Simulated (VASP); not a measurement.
**CdTe: relaxation of cell and atoms with r2SCAN**

The system is CdTe.

```
Cd Te
1.0
     0.00000    3.28017    3.28017
     3.28017    0.00000    3.28017
     3.28017    3.28017    0.00000
Cd Te
1 1
Direct
  0.00000 0.00000 0.00000
  0.75000 0.75000 0.75000
```

The cell is a database's computed one.

```json
{"Program": "VASP 6.6.1", "Task": "relaxation of cell and atoms", "Functional": "r2SCAN", "Potentials or basis": "VASP PAW PBE potentials, release 64 (Cd, Te)", "Cutoff": "600 eV", "k mesh": "8 × 8 × 8", "Occupations": "gaussian, width 0.02 eV", "Spin": "no spin polarisation", "Further INCAR settings": "ALGO = Normal; EDIFF = 1e-06; IBRION = 2; EDIFFG = -0.005; NSW = 80; ISIF = 3"}
```

The pressure after relaxing is 0.0 GPa and the band gap on the k mesh is 1.15 eV, direct.

Final structure:
```
Cd Te
1.0
     0.00000    3.28017    3.28017
     3.28017    0.00000    3.28017
     3.28017    3.28017    0.00000
Cd Te
1 1
Cartesian
  0.0000 0.0000 0.0000
  4.9203 4.9203 4.9203
```

Levels at points of the mesh, in eV from the valence-band top:
```
           k point  band 6  band 7  band 8  band 9  band 10  band 11  band 12  band 13
(0.00, 0.00, 0.00)   -8.19    0.00    0.00    0.00     1.15     5.05     5.05     5.05
(0.50, 0.00, 0.00)   -7.84   -4.29   -0.74   -0.74     2.19     5.60     5.60     7.38
(0.50, 0.50, 0.00)   -7.70   -4.17   -1.79   -1.79     2.96     2.99     9.25     9.63
```

Wall time 71 s on 2 MPI ranks on Intel(R) Xeon(R) Platinum 8488C (Sapphire Rapids) (shared host), peak memory 0.26 GiB a rank.

Caveat: the relaxation stopped at its first step, so nothing moved; the PAW data sets were made with another functional, which shifts forces and pressure a little; spin-orbit coupling is left out, which moves the levels of the heavy elements. r2SCAN opens gaps a little over a GGA but as a rule still falls short of measured ones.
